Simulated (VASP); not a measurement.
Given:

```xyz
6
Lattice="6.4385 0.0000 0.0000 0.0000 6.4385 0.0000 0.0000 0.0000 4.2061" Properties=species:S:1:pos:R:3 pbc="T T T"
Ca     3.2193     3.2193     2.1030
Ca     0.0000     0.0000     0.0000
Cl     4.4864     4.4864     0.0000
Cl     1.9522     1.9522     0.0000
Cl     5.1714     1.2671     2.1030
Cl     1.2671     5.1714     2.1030
```

The numbers are results of LDA (Ceperley-Alder, Perdew-Zunger), VASP's LDA PAW potentials (set 64) (plane waves; VASP), not measurements. Settings: 300 eV cut-off, 5×5×8 Γ-centred mesh, Fermi-Dirac smearing of 0.050 eV, potentials Ca_sv Cl.

At this cut-off the stress carries a Pulay error, which pulls relaxed volumes low. Energy and stress use the plane-wave basis of the starting cell.

Task: The ions, cell shape and volume are relaxed. Predict the relaxed structure.

Result: 
```xyz
6
Lattice="6.2349 0.0000 0.0000 0.0000 6.2349 0.0000 0.0000 0.0000 4.0762" Properties=species:S:1:pos:R:3 pbc="T T T"
Ca     3.1175     3.1175     2.0381
Ca     0.0000     0.0000     0.0000
Cl     4.3465     4.3465     0.0000
Cl     1.8885     1.8885     0.0000
Cl     5.0059     1.2290     2.0381
Cl     1.2290     5.0059     2.0381
```
Space group P4_2/mnm (136), at a tolerance of 0.03 Å.

Task: How do energy and volume change from the first to the last step?

Result: The energy (σ→0) changes by -30.9 meV/atom and the volume by -9.1 %, in 5 ionic steps.

The structure comes from a computed database's CaCl2 entry; how it stands against other phases isn't given here. This run relaxes it. Symmetry was kept, so distortions that lower it aren't found. The run is one of a series of settings (EDIFFG = -0.01, IBRION = 2, ISIF = 3, NSW = 50 against the base run), some of them coarse on purpose.
